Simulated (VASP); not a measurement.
# Which magnetic order does FeGe take?, part 4 of 6

Is FeGe a ferromagnet or an antiferromagnet at this level? The start is a cell from a database of measured crystal structures.

VASP 6.6.1, plane waves and PAW; the level of theory is named at each step.

Still holding for the runs below: The magnetic state follows from one typed start and may not be the lowest. The k-mesh is coarse for a metal. A U on the itinerant d states of such a compound is hard to justify; it moves the bands at the Fermi level and favours large moments.

So far, largest spin moment in the PAW sphere (μB): step 2 (relax in the ferromagnetic state) 2.61. The relaxed cell has a = 4.839 Å (conventional setting).

The database entry behind the starting cell differs from later determinations by our own check (about 0.2 % short), so it need not match the best structure at ambient conditions.

## (4) Magnetic order, start order AFM 1, signs ++--

This step: PBE, DFT+U (Fe d 3 eV), spin-polarised, from moments of both signs; plane waves and PAW (Ge, Fe) (VASP 6.6.1).

Contents of INCAR:

```
SYSTEM = FeGe
PREC = Normal
ENCUT = 350
EDIFF = 1E-06
NELM = 150
ISMEAR = 0
SIGMA = 0.05
LREAL = .FALSE.
ALGO = Normal
GGA = PE
NBANDS = 38
ISPIN = 2
MAGMOM = 0 0 0 0 3 3 -3 -3
LDAU = .TRUE.
LDAUTYPE = 2
LDAUL = -1 2
LDAUU = 0 3
LDAUJ = 0 0
LDAUPRINT = 1
LASPH = .TRUE.
LMAXMIX = 4
LORBIT = 11
LWAVE = .FALSE.
LCHARG = .TRUE.
AMIX = 0.2
BMIX = 1E-04
AMIX_MAG = 0.8
BMIX_MAG = 1E-04
```

Contents of POSCAR:

```
FeGe
1.0
    4.8390549350      0.0000000000      0.0000000000
    0.0000000000      4.8390549350      0.0000000000
    0.0000000000      0.0000000000      4.8390549350
Ge Fe
4 4
Direct
    0.1547948861      0.3452051139      0.6547948861
    0.3452051139      0.6547948861      0.1547948861
    0.6547948861      0.1547948861      0.3452051139
    0.8452051139      0.8452051139      0.8452051139
    0.8669156897      0.6330843103      0.3669156897
    0.6330843103      0.3669156897      0.8669156897
    0.3669156897      0.8669156897      0.6330843103
    0.1330843103      0.1330843103      0.1330843103
```

Contents of KPOINTS:

```
Automatic mesh
0
Gamma
4 4 4
0 0 0
```

PAW data sets: Ge and Fe (PBE family, release 64).

Run with:

```
mpirun -np 1 vasp_std
```

Log:

```text
[... set-up lines as in an earlier step ...]
 entering main loop
       N       E                     dE             d eps       ncg     rms          rms(c)
DAV:   1     0.285597522649E+03    0.28560E+03   -0.14587E+04  4104   0.968E+02
DAV:   2    -0.231691904091E+02   -0.30877E+03   -0.29049E+03  4104   0.271E+02
DAV:   3    -0.449045355528E+02   -0.21735E+02   -0.20154E+02  4844   0.882E+01
DAV:   4    -0.456163663867E+02   -0.71183E+00   -0.70002E+00  5316   0.146E+01
DAV:   5    -0.456347742901E+02   -0.18408E-01   -0.18395E-01  5042   0.224E+00    0.246E+01
DAV:   6    -0.407868621800E+02    0.48479E+01   -0.20497E+01  5310   0.703E+01    0.149E+01
DAV:   7    -0.408908166755E+02   -0.10395E+00   -0.29835E+00  4980   0.209E+01    0.788E+00
DAV:   8    -0.409626393733E+02   -0.71823E-01   -0.32913E-01  6012   0.479E+00    0.585E+00
DAV:   9    -0.410257747040E+02   -0.63135E-01   -0.29095E-01  6368   0.618E+00    0.212E+00
DAV:  10    -0.410892981771E+02   -0.63523E-01   -0.12132E-01  5612   0.450E+00    0.861E-01
DAV:  11    -0.411131035823E+02   -0.23805E-01   -0.22569E-02  5590   0.166E+00    0.649E-01
DAV:  12    -0.411369295818E+02   -0.23826E-01   -0.10789E-02  6812   0.126E+00    0.540E-01
DAV:  13    -0.411602112391E+02   -0.23282E-01   -0.21530E-02  7162   0.216E+00    0.344E-01
DAV:  14    -0.411692563520E+02   -0.90451E-02   -0.10088E-02  6074   0.932E-01    0.227E-01
DAV:  15    -0.411729270935E+02   -0.36707E-02   -0.23649E-03  6434   0.481E-01    0.182E-01
DAV:  16    -0.411765975692E+02   -0.36705E-02   -0.19935E-03  7392   0.582E-01    0.145E-01
DAV:  17    -0.411787672852E+02   -0.21697E-02   -0.12753E-03  7010   0.417E-01    0.121E-01
DAV:  18    -0.411810253530E+02   -0.22581E-02   -0.21665E-03  7752   0.729E-01    0.105E-01
DAV:  19    -0.411823854217E+02   -0.13601E-02   -0.15711E-03  6642   0.422E-01    0.783E-02
DAV:  20    -0.411830917168E+02   -0.70630E-03   -0.43624E-04  7408   0.276E-01    0.605E-02
DAV:  21    -0.411835982836E+02   -0.50657E-03   -0.82203E-04  7496   0.422E-01    0.521E-02
DAV:  22    -0.411839472203E+02   -0.34894E-03   -0.38085E-04  6916   0.216E-01    0.363E-02
DAV:  23    -0.411841043329E+02   -0.15711E-03   -0.10430E-04  7480   0.137E-01    0.283E-02
DAV:  24    -0.411842235273E+02   -0.11919E-03   -0.12046E-04  7544   0.139E-01    0.246E-02
DAV:  25    -0.411843224789E+02   -0.98952E-04   -0.16997E-04  7544   0.179E-01    0.228E-02
DAV:  26    -0.411843911583E+02   -0.68679E-04   -0.78445E-05  6840   0.966E-02    0.167E-02
DAV:  27    -0.411844328020E+02   -0.41644E-04   -0.48779E-05  7672   0.977E-02    0.146E-02
DAV:  28    -0.411844651814E+02   -0.32379E-04   -0.55926E-05  7298   0.904E-02    0.126E-02
DAV:  29    -0.411844771832E+02   -0.12002E-04   -0.14012E-04  7528   0.171E-01    0.150E-02
DAV:  30    -0.411845110183E+02   -0.33835E-04   -0.28633E-05  5428   0.499E-02    0.593E-03
DAV:  31    -0.411845143625E+02   -0.33443E-05   -0.14513E-06  2534   0.179E-02    0.408E-03
DAV:  32    -0.411845162520E+02   -0.18895E-05   -0.10180E-05  4880   0.424E-02    0.426E-03
DAV:  33    -0.411845184525E+02   -0.22004E-05   -0.88233E-06  3998   0.273E-02    0.310E-03
DAV:  34    -0.411845195279E+02   -0.10754E-05   -0.24275E-06  3138   0.115E-02    0.179E-03
DAV:  35    -0.411845196652E+02   -0.13738E-06   -0.71909E-07  2230   0.121E-02
   1 F= -.41184520E+02 E0= -.41182818E+02  d E =-.340259E-02  mag=     0.0000
```

Run time: 2 min. Hardware: 1 MPI rank of Intel Xeon 6975P-C (Granite Rapids), shared host; peak memory 0.22 GiB.

From OUTCAR (step 4):

```text
 Found     27 irreducible k-points:

   k-points           NKPTS =     27   k-points in BZ     NKDIM =     27   number of bands    NBANDS=     38

   NELECT =      48.0000    total number of electrons

atom =   5  type =  2  l = 2

 onsite density matrix

spin component  1

  0.8966 -0.0064  0.0030  0.0046  0.0047
 -0.0064  0.9012 -0.0035  0.0113 -0.0041
  0.0030 -0.0035  0.9104 -0.0023 -0.0059
  0.0046  0.0113 -0.0023  0.8966  0.0038
  0.0047 -0.0041 -0.0059  0.0038  0.8912

spin component  2

  0.2667  0.1415  0.0320 -0.1567 -0.0706
  0.1415  0.3091  0.0189 -0.0214 -0.1323
  0.0320  0.0189  0.3125 -0.0237  0.0754
 -0.1567 -0.0214 -0.0237  0.4327 -0.1388
 -0.0706 -0.1323  0.0754 -0.1388  0.5316

 occupancies and eigenvectors

  o =  0.0995  v =  0.0000  0.0000  0.0000  0.0000  0.0000 -0.8020  0.3885  0.0974 -0.4126 -0.1617      0.0000  0.0000  0.0000  0.0000  0.0000  0.0000  0.0000  0.0000  0.0000  0.0000
  o =  0.1968  v =  0.0000  0.0000  0.0000  0.0000  0.0000  0.0186  0.6991 -0.3800  0.3346  0.5046      0.0000  0.0000  0.0000  0.0000  0.0000  0.0000  0.0000  0.0000  0.0000  0.0000
  o =  0.3162  v =  0.0000  0.0000  0.0000  0.0000  0.0000 -0.0263 -0.2507 -0.8932 -0.3629 -0.0838      0.0000  0.0000  0.0000  0.0000  0.0000  0.0000  0.0000  0.0000  0.0000  0.0000
  o =  0.5679  v =  0.0000  0.0000  0.0000  0.0000  0.0000  0.5926  0.4591  0.1248 -0.6339 -0.1437      0.0000  0.0000  0.0000  0.0000  0.0000  0.0000  0.0000  0.0000  0.0000  0.0000
  o =  0.6723  v =  0.0000  0.0000  0.0000  0.0000  0.0000 -0.0675 -0.2945  0.1811 -0.4293  0.8316      0.0000  0.0000  0.0000  0.0000  0.0000  0.0000  0.0000  0.0000  0.0000  0.0000
  o =  0.8820  v = -0.3100 -0.5762 -0.0695  0.6363 -0.4028  0.0000  0.0000  0.0000  0.0000  0.0000      0.0000  0.0000  0.0000  0.0000  0.0000  0.0000  0.0000  0.0000  0.0000  0.0000
  o =  0.8868  v =  0.5713  0.0932 -0.2629 -0.1458 -0.7580  0.0000  0.0000  0.0000  0.0000  0.0000      0.0000  0.0000  0.0000  0.0000  0.0000  0.0000  0.0000  0.0000  0.0000  0.0000
  o =  0.9036  v =  0.7039  0.0003  0.1968  0.5861  0.3496  0.0000  0.0000  0.0000  0.0000  0.0000      0.0000  0.0000  0.0000  0.0000  0.0000  0.0000  0.0000  0.0000  0.0000  0.0000
  o =  0.9079  v =  0.2310 -0.6267 -0.5840 -0.2934  0.3560  0.0000  0.0000  0.0000  0.0000  0.0000      0.0000  0.0000  0.0000  0.0000  0.0000  0.0000  0.0000  0.0000  0.0000  0.0000
  o =  0.9156  v =  0.1691 -0.5163  0.7391 -0.3799 -0.1193  0.0000  0.0000  0.0000  0.0000  0.0000      0.0000  0.0000  0.0000  0.0000  0.0000  0.0000  0.0000  0.0000  0.0000  0.0000

atom =   6  type =  2  l = 2

 onsite density matrix

spin component  1

  0.8966  0.0064  0.0030 -0.0046  0.0047
  0.0064  0.9012  0.0035  0.0113  0.0041
  0.0030  0.0035  0.9104  0.0023 -0.0059
 -0.0046  0.0113  0.0023  0.8966 -0.0038
  0.0047  0.0041 -0.0059 -0.0038  0.8912

spin component  2

  0.2667 -0.1415  0.0320  0.1567 -0.0706
 -0.1415  0.3091 -0.0189 -0.0214  0.1323
  0.0320 -0.0189  0.3125  0.0237  0.0754
  0.1567 -0.0214  0.0237  0.4327  0.1388
 -0.0706  0.1323  0.0754  0.1388  0.5316

 occupancies and eigenvectors

  o =  0.0995  v =  0.0000  0.0000  0.0000  0.0000  0.0000  0.8020  0.3885 -0.0974 -0.4126  0.1617      0.0000  0.0000  0.0000  0.0000  0.0000  0.0000  0.0000  0.0000  0.0000  0.0000
  o =  0.1968  v =  0.0000  0.0000  0.0000  0.0000  0.0000  0.0186 -0.6991 -0.3800 -0.3346  0.5046      0.0000  0.0000  0.0000  0.0000  0.0000  0.0000  0.0000  0.0000  0.0000  0.0000
  o =  0.3162  v =  0.0000  0.0000  0.0000  0.0000  0.0000  0.0263 -0.2507  0.8932 -0.3629  0.0838      0.0000  0.0000  0.0000  0.0000  0.0000  0.0000  0.0000  0.0000  0.0000  0.0000
  o =  0.5679  v =  0.0000  0.0000  0.0000  0.0000  0.0000  0.5926 -0.4591  0.1248  0.6339 -0.1437      0.0000  0.0000  0.0000  0.0000  0.0000  0.0000  0.0000  0.0000  0.0000  0.0000
  o =  0.6723  v =  0.0000  0.0000  0.0000  0.0000  0.0000 -0.0675  0.2945  0.1811  0.4293  0.8316      0.0000  0.0000  0.0000  0.0000  0.0000  0.0000  0.0000  0.0000  0.0000  0.0000
  o =  0.8820  v = -0.3100  0.5762 -0.0695 -0.6363 -0.4028  0.0000  0.0000  0.0000  0.0000  0.0000      0.0000  0.0000  0.0000  0.0000  0.0000  0.0000  0.0000  0.0000  0.0000  0.0000
  o =  0.8868  v =  0.5713 -0.0932 -0.2629  0.1458 -0.7580  0.0000  0.0000  0.0000  0.0000  0.0000      0.0000  0.0000  0.0000  0.0000  0.0000  0.0000  0.0000  0.0000  0.0000  0.0000
  o =  0.9036  v =  0.7039 -0.0003  0.1968 -0.5861  0.3496  0.0000  0.0000  0.0000  0.0000  0.0000      0.0000  0.0000  0.0000  0.0000  0.0000  0.0000  0.0000  0.0000  0.0000  0.0000
  o =  0.9079  v =  0.2310  0.6267 -0.5840  0.2934  0.3560  0.0000  0.0000  0.0000  0.0000  0.0000      0.0000  0.0000  0.0000  0.0000  0.0000  0.0000  0.0000  0.0000  0.0000  0.0000
  o =  0.9156  v =  0.1691  0.5163  0.7391  0.3799 -0.1193  0.0000  0.0000  0.0000  0.0000  0.0000      0.0000  0.0000  0.0000  0.0000  0.0000  0.0000  0.0000  0.0000  0.0000  0.0000

atom =   7  type =  2  l = 2

 onsite density matrix

spin component  1

  0.2667 -0.1415 -0.0320 -0.1567  0.0706
 -0.1415  0.3091  0.0189  0.0214 -0.1323
 -0.0320  0.0189  0.3125  0.0237  0.0754
 -0.1567  0.0214  0.0237  0.4327  0.1388
  0.0706 -0.1323  0.0754  0.1388  0.5316

spin component  2

  0.8966  0.0064 -0.0030  0.0046 -0.0047
  0.0064  0.9012 -0.0035 -0.0113 -0.0041
 -0.0030 -0.0035  0.9104  0.0023 -0.0059
[...]
-0.0064  0.9012  0.0035 -0.0113  0.0041
 -0.0030  0.0035  0.9104 -0.0023 -0.0059
 -0.0046 -0.0113 -0.0023  0.8966  0.0038
 -0.0047  0.0041 -0.0059  0.0038  0.8912

 occupancies and eigenvectors

  o =  0.0995  v =  0.8020 -0.3885  0.0974 -0.4126 -0.1617  0.0000  0.0000  0.0000  0.0000  0.0000      0.0000  0.0000  0.0000  0.0000  0.0000  0.0000  0.0000  0.0000  0.0000  0.0000
  o =  0.1968  v = -0.0186 -0.6991 -0.3800  0.3346  0.5046  0.0000  0.0000  0.0000  0.0000  0.0000      0.0000  0.0000  0.0000  0.0000  0.0000  0.0000  0.0000  0.0000  0.0000  0.0000
  o =  0.3162  v =  0.0263  0.2507 -0.8932 -0.3629 -0.0838  0.0000  0.0000  0.0000  0.0000  0.0000      0.0000  0.0000  0.0000  0.0000  0.0000  0.0000  0.0000  0.0000  0.0000  0.0000
  o =  0.5679  v =  0.5926  0.4591 -0.1248  0.6339  0.1437  0.0000  0.0000  0.0000  0.0000  0.0000      0.0000  0.0000  0.0000  0.0000  0.0000  0.0000  0.0000  0.0000  0.0000  0.0000
  o =  0.6723  v = -0.0675 -0.2945 -0.1811  0.4293 -0.8316  0.0000  0.0000  0.0000  0.0000  0.0000      0.0000  0.0000  0.0000  0.0000  0.0000  0.0000  0.0000  0.0000  0.0000  0.0000
  o =  0.8820  v =  0.0000  0.0000  0.0000  0.0000  0.0000  0.3100  0.5762 -0.0695  0.6363 -0.4028      0.0000  0.0000  0.0000  0.0000  0.0000  0.0000  0.0000  0.0000  0.0000  0.0000
  o =  0.8868  v =  0.0000  0.0000  0.0000  0.0000  0.0000 -0.5713 -0.0932 -0.2629 -0.1458 -0.7580      0.0000  0.0000  0.0000  0.0000  0.0000  0.0000  0.0000  0.0000  0.0000  0.0000
  o =  0.9036  v =  0.0000  0.0000  0.0000  0.0000  0.0000 -0.7039 -0.0003  0.1968  0.5861  0.3496      0.0000  0.0000  0.0000  0.0000  0.0000  0.0000  0.0000  0.0000  0.0000  0.0000
  o =  0.9079  v =  0.0000  0.0000  0.0000  0.0000  0.0000 -0.2310  0.6267 -0.5840 -0.2934  0.3560      0.0000  0.0000  0.0000  0.0000  0.0000  0.0000  0.0000  0.0000  0.0000  0.0000
  o =  0.9156  v =  0.0000  0.0000  0.0000  0.0000  0.0000 -0.1691  0.5163  0.7391 -0.3799 -0.1193      0.0000  0.0000  0.0000  0.0000  0.0000  0.0000  0.0000  0.0000  0.0000  0.0000

 E-fermi :   6.2788

 spin component 1
 k-point     1 :       0.0000    0.0000    0.0000
  band No.  band energies     occupation
    ...
     21       5.4146      1.00000
     22       5.6018      1.00000
     23       5.9125      1.00000
     24       6.0371      1.00000
     25       6.2067      0.97932
     26       7.2794      0.00000
     27       7.5307      0.00000
     28       7.7325      0.00000
     29       7.7621      0.00000
     30       8.4374      0.00000
    ...

 k-point     2 :       0.2500    0.0000    0.0000
  band No.  band energies     occupation
    ...
     20       4.6253      1.00000
     21       5.0428      1.00000
     22       5.3324      1.00000
     23       5.9933      1.00000
     24       6.1657      0.99931
     25       6.3699      0.00500
     26       7.1668      0.00000
     27       7.4534      0.00000
     28       7.6357      0.00000
     29       8.0043      0.00000
    ...

 k-point     3 :       0.0000    0.2500    0.0000
  band No.  band energies     occupation
    ...
     20       4.7929      1.00000
     21       5.0834      1.00000
     22       5.3688      1.00000
     23       5.8282      1.00000
     24       6.0385      1.00000
     25       6.2978      0.29619
     26       7.3702      0.00000
     27       7.5156      0.00000
     28       7.6099      0.00000
     29       8.0681      0.00000
    ...

 k-point     4 :       0.0000    0.0000    0.2500
  band No.  band energies     occupation
    ...
     20       4.8032      1.00000
     21       4.9483      1.00000
     22       5.2186      1.00000
     23       5.4701      1.00000
     24       6.2596      0.70653
     25       6.8750      0.00000
     26       6.9276      0.00000
     27       7.0841      0.00000
     28       7.9720      0.00000
     29       8.0664      0.00000
    ...

  Total        1.2445049     -0.3826788      1.7381006      0.0000000      0.0000000      0.0000000
  in kB       17.5964694     -5.4108223     24.5755835      0.0000000      0.0000000      0.0000000
  external PRESSURE =      12.2537435 kB  Pullay stress =       0.0000000 kB

 POSITION                                       TOTAL-FORCE (eV/Angst)
 -----------------------------------------------------------------------------------
      0.74906      1.67047      3.16859         0.162828     -0.043305      0.128229
      1.67047      3.16859      0.74906        -0.162828      0.043305      0.128229
      3.16859      0.74906      1.67047         0.162828      0.043305     -0.128229
      4.08999      4.08999      4.08999        -0.162828     -0.043305     -0.128229
      4.19505      3.06353      1.77553        -0.208966     -0.044997     -0.166571
      3.06353      1.77553      4.19505         0.208966      0.044997     -0.166571
      1.77553      4.19505      3.06353        -0.208966      0.044997      0.166571
      0.64400      0.64400      0.64400         0.208966     -0.044997      0.166571
 -----------------------------------------------------------------------------------
    total drift:                                0.000001      0.000003      0.000000

  FREE ENERGIE OF THE ION-ELECTRON SYSTEM (eV)
  ---------------------------------------------------
  free  energy   TOTEN  =       -41.1845196652 eV

  energy  without entropy=      -41.1811170712  energy(sigma->0) =      -41.18281837

 total charge
# of ion       s       p       d       tot
------------------------------------------
    1        1.145   1.177   0.102   2.425
    2        1.145   1.177   0.102   2.425
    3        1.145   1.177   0.102   2.425
    4        1.145   1.177   0.102   2.425
    5        0.362   0.438   6.322   7.122
    6        0.362   0.438   6.322   7.122
    7        0.362   0.438   6.322   7.122
    8        0.362   0.438   6.322   7.122
--------------------------------------------------
tot          6.031   6.459  25.698  38.188

 magnetization (x)
# of ion       s       p       d       tot
------------------------------------------
    1       -0.001   0.023  -0.000   0.022
    2       -0.001   0.023  -0.000   0.022
    3        0.001  -0.023   0.000  -0.022
    4        0.001  -0.023   0.000  -0.022
    5        0.026   0.020   2.642   2.688
    6        0.026   0.020   2.642   2.688
    7       -0.026  -0.020  -2.642  -2.688
    8       -0.026  -0.020  -2.642  -2.688
--------------------------------------------------
tot          0.000   0.000  -0.000  -0.000

[... 7 parts as in an earlier step ...]

[... 5 further parts left out ...]
```

Numbers from this step:

| Item | Value |
| --- | --- |
| electronic cycles | 35 |
| free energy (TOTEN) | -41.18 eV |
| energy at zero smearing | -41.18 eV |
| Fermi energy | 6.279 eV |

Spin moment in the PAW sphere by atom:

| atom | spin moment in the PAW sphere (μB) |
| --- | --- |
| Ge1 | 0.02 |
| Ge2 | 0.02 |
| Ge3 | -0.02 |
| Ge4 | -0.02 |
| Fe5 | 2.69 |
| Fe6 | 2.69 |
| Fe7 | -2.69 |
| Fe8 | -2.69 |

Force by atom:

| atom | x (eV/Å) | y (eV/Å) | z (eV/Å) | size |
| --- | --- | --- | --- | --- |
| Ge1 | 0.163 | -0.043 | 0.128 | 0.212 |
| Ge2 | -0.163 | 0.043 | 0.128 | 0.212 |
| Ge3 | 0.163 | 0.043 | -0.128 | 0.212 |
| Ge4 | -0.163 | -0.043 | -0.128 | 0.212 |
| Fe5 | -0.209 | -0.045 | -0.167 | 0.271 |
| Fe6 | 0.209 | 0.045 | -0.167 | 0.271 |
| Fe7 | -0.209 | 0.045 | 0.167 | 0.271 |
| Fe8 | 0.209 | -0.045 | 0.167 | 0.271 |

Spin density in the ac plane at fractional y = 0.133, with atoms of Ge and Fe within 0.2 Å of it.

Values in e/Å³, 14 rows by 14 columns, each cell a mean:
```
-0.1 -0.1 -0.1  0.0  0.0  0.0  0.0  0.0  0.0  0.0  0.0  0.0  0.0  0.0
 0.0  0.0  0.0  0.0  0.0  0.0  0.0  0.0  0.0  0.0  0.0  0.0  0.0  0.0
 0.0  0.0  0.0  0.0  0.0  0.0  0.0  0.0  0.0  0.0  0.0  0.0  0.0  0.0
 0.0  0.0  0.0  0.0  0.0  0.0  0.0  0.0  0.0  0.0  0.0  0.0  0.0  0.0
 0.0  0.0  0.0  0.0  0.0  0.0  0.0  0.0  0.0  0.0  0.0  0.0  0.0  0.0
 0.0  0.0  0.0  0.0  0.0  0.0  0.0  0.0  0.0  0.0  0.0  0.0  0.0  0.0
 0.0  0.0  0.0  0.0  0.0  0.0  0.0  0.0  0.0  0.0  0.0  0.0  0.0  0.0
 0.0  0.0  0.0  0.0  0.0  0.0  0.0  0.0  0.0  0.0  0.0  0.0  0.0  0.0
 0.0  0.0  0.0  0.0  0.0  0.0  0.0  0.0  0.0  0.0  0.0  0.0  0.0  0.0
-0.1 -0.2 -0.3 -0.1  0.0  0.0  0.0  0.0  0.0  0.0  0.0  0.0  0.0  0.0
-0.3 -1.3 -1.6 -0.7 -0.1  0.0  0.0  0.0  0.0  0.0  0.0  0.0  0.0  0.0
-0.9 -2.8 -3.1 -1.5 -0.3  0.0  0.0  0.0  0.0  0.0  0.0  0.0  0.0 -0.1
-0.9 -2.5 -2.8 -1.2 -0.2  0.0  0.0  0.0  0.0  0.0  0.0  0.0  0.0 -0.1
-0.3 -1.0 -1.0 -0.4  0.0  0.0  0.0  0.0  0.0  0.0  0.0  0.0  0.0 -0.1
```
Columns run along a (4.8 Å), rows up along c (4.8 Å). Atoms in or near the plane, at fractional coordinates: Ge at (0.65, 0.35), Fe at (0.13, 0.13).

Valence density in the ac plane at fractional y = 0.133, with atoms of Ge and Fe within 0.2 Å of it. It is the smooth field of the valence electrons, not physical close to the nuclei.

Ten steps, logarithmic in the rise over the least value, from '_' (0.0 e/Å³) to '@' (6.6 e/Å³), each cell a mean:
```
--====----::::::------------
--------::::::::------------
----------::::::------------
------------::::::--::::::::
--------------::::::::::::::
::--------------------::::::
::--------------====----::::
::::----------==----------::
::------::------::__::------
====++==--------::..--==----
**%%%%**==------------==--==
##@@@@%%++----------------==
##@@@@%%++--::::----------==
++####**==::::::::----::----
```
Columns run along a (4.8 Å), rows up along c (4.8 Å). Atoms in or near the plane, at fractional coordinates: Ge at (0.65, 0.35), Fe at (0.13, 0.13).

The largest moment at the end is 2.69 μB, and the moments of the cell sum to 0.00 μB.

(Part 4 of 6 ends here.)

[Lines on the potential files, build, host, timing and source positions are cut from VASP's logs without a mark.]

[Logs are printed without paths, hosts, clocks, repeated set-up lines and the standing remarks that a program may print on its own settings, such as how far it seeks lower states.]

[Hosts, paths, dates, database ids (printed as entryN), source tags and the programs' standing remarks are cut or masked in the printed files.]

[In band tables of VASP the shares of atoms and orbitals are scaled to a sum of 1 inside the atoms' spheres.]

[Runs that stopped without an error message from VASP are left out.]
